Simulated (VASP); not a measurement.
Data:

```
PbF2
1.0
    0.00000     2.97223     2.97223
    2.97223     0.00000     2.97223
    2.97223     2.97223     0.00000
Pb F
1 2
Direct
  0.00000   0.00000   0.00000
  0.25000   0.25000   0.25000
  0.75000   0.75000   0.75000
```

Level of theory: optB88-vdW, VASP's PBE PAW potentials (set 64) (plane waves; VASP). Run with 520 eV cut-off, Gaussian smearing of 0.050 eV, potentials Pb_d F.

Unless said otherwise, spin-orbit coupling is left out, though it shifts the bands of the heavy elements here.

Task: Give the energies of bands 8 to 17 at the high-symmetry points, in eV from the valence-band maximum.

Result: 
```csv
band,Γ,X,U,L,W
8,-4.63,-6.35,-6.28,-5.86,-6.30
9,-2.38,-3.44,-3.39,-2.93,-3.61
10,-2.38,-3.44,-3.21,-2.58,-2.58
11,-2.38,-1.48,-1.98,-2.58,-2.58
12,-1.89,-1.48,-1.63,-2.06,-1.54
13,-1.89,-1.48,-1.49,-2.06,-1.42
14,-1.89,-0.15,-0.03,-0.02,0.00
15,6.76,4.46,5.34,5.00,6.07
16,6.76,7.87,6.64,7.65,6.07
17,6.76,7.87,7.86,7.65,7.42
```

The gap is indirect, 4.46 eV, from the valence maximum at W to the conduction minimum at X.

The compound is PbF2 in the fluorite structure, the β form. It was relaxed first.
